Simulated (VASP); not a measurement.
Input:

```
CELL_PARAMETERS angstrom
      3.83612     0.00000     0.00000
      0.00000     3.83612     0.00000
      0.00000     0.00000     4.78730
ATOMIC_POSITIONS crystal
  Sn 0.50000 0.00000 0.75756
  Sn 0.00000 0.50000 0.24244
  O  0.50000 0.50000 0.00000
  O  0.00000 0.00000 0.00000
```

Level of theory: optB86b-vdW, VASP's PBE PAW potentials (set 64) (plane waves; VASP). Run with 520 eV cut-off, 7×7×5 Γ-centred mesh, tetrahedra with Blöchl corrections, potentials Sn_d O.

The cores are frozen, which limits the accuracy of field gradients.

### Question
Give the principal components of the electric field gradient (V/Å²) and the asymmetry η at each nucleus.

### Answer

| atom | Vxx | Vyy | Vzz | η |
|---|---|---|---|---|
| Sn1 | 81.6 | 81.6 | -163.2 | 0.00 |
| Sn2 | 81.6 | 81.6 | -163.2 | 0.00 |
| O3 | -0.8 | -0.8 | 1.6 | 0.00 |
| O4 | -0.8 | -0.8 | 1.6 | 0.00 |

The compound is SnO in the litharge structure. It was relaxed first.
